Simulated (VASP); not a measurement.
An input for Quantum ESPRESSO's pw.x (written as the equivalent of a VASP run, and not itself run):

```
&CONTROL
  calculation = 'vc-relax'
  pseudo_dir = './pseudo'
  outdir = './out'
  tprnfor = .true.
  tstress = .true.
  nstep = 30
  forc_conv_thr = 0.00039
/
&SYSTEM
  ibrav = 0
  nat = 6
  ntyp = 3
  ecutwfc = 96
  occupations = 'smearing'
  smearing = 'methfessel-paxton'
  degauss = 0.00735
  input_dft = 'pw91'
  nspin = 2
  starting_magnetization(1) = 0.24
  starting_magnetization(2) = -0.24
/
&ELECTRONS
  conv_thr = 7.3e-09
  electron_maxstep = 100
/
&IONS
/
&CELL
  cell_dofree = 'shape'
/
ATOMIC_SPECIES
  Mn1 54.938 Mn.upf
  Mn2 54.938 Mn.upf
  O 15.999 O.upf
CELL_PARAMETERS angstrom
     4.4263380    0.0000000    0.0000000
     0.0000000    4.4263380    0.0000000
     0.0000000    0.0000000    2.8655085
ATOMIC_POSITIONS crystal
  Mn1  1.0000000  0.0000000  0.0000000
  Mn2  0.5000000  0.5000000  0.5000000
  O    0.3038714  0.3038714  1.0000000
  O    0.8038714  0.1961286  0.5000000
  O    0.1961286  0.8038714  0.5000000
  O    0.6961286  0.6961286  0.0000000
K_POINTS automatic
  7 7 11 0 0 0
```

Translate this input to VASP (INCAR, KPOINTS, POSCAR, choice of POTCAR).

One answer among several that fit: 
INCAR:
```
SYSTEM = MnO2
PREC = Accurate; ENCUT = 520; LREAL = .FALSE.
LASPH = .TRUE.
EDIFF = 1E-7; NELM = 100; ALGO = Normal
LMAXMIX = 4
ISMEAR = 1; SIGMA = 0.1
GGA = 91
MAGMOM = 2.4 -2.4 -0.0 0.0 0.0 -0.0
ISPIN = 2
IBRION = 2; NSW = 30; ISIF = 4
EDIFFG = -0.01
LWAVE = .FALSE.; LCHARG = .FALSE.; LORBIT = 10
```

### KPOINTS
```
Regular mesh
0
G
7 7 11
0 0 0
```

POSCAR:
```
MnO2
1.0
  4.4263379779   0.0000000000   0.0000000000
  0.0000000000   4.4263379779   0.0000000000
  0.0000000000   0.0000000000   2.8655085371
Mn O
2 4
Cartesian
  4.4263379779   0.0000000000   0.0000000000
  2.2131689890   2.2131689890   1.4327542686
  1.3450377360   1.3450377360   2.8655085371
  3.5582067249   0.8681312530   1.4327542686
  0.8681312530   3.5582067249   1.4327542686
  3.0813002419   3.0813002419   0.0000000000
```

POTCAR, in this order: Mn_pv O (PBE.64 set). Program: vasp_std.

The two are equivalent in intent, not identical: the potentials are each code's own (VASP's PAW set, PseudoDojo norm-conserving files in pw.x), so ENCUT and ecutwfc are chosen apart and not converted; conv_thr bounds pw.x's estimated SCF error, while EDIFF bounds the energy change between steps; starting_magnetization is a fraction of the valence charge and MAGMOM a moment in μB, so they match only roughly; forc_conv_thr acts on force components and is met together with etot_conv_thr.

The compound is MnO2 in the rutile structure. It was relaxed first.
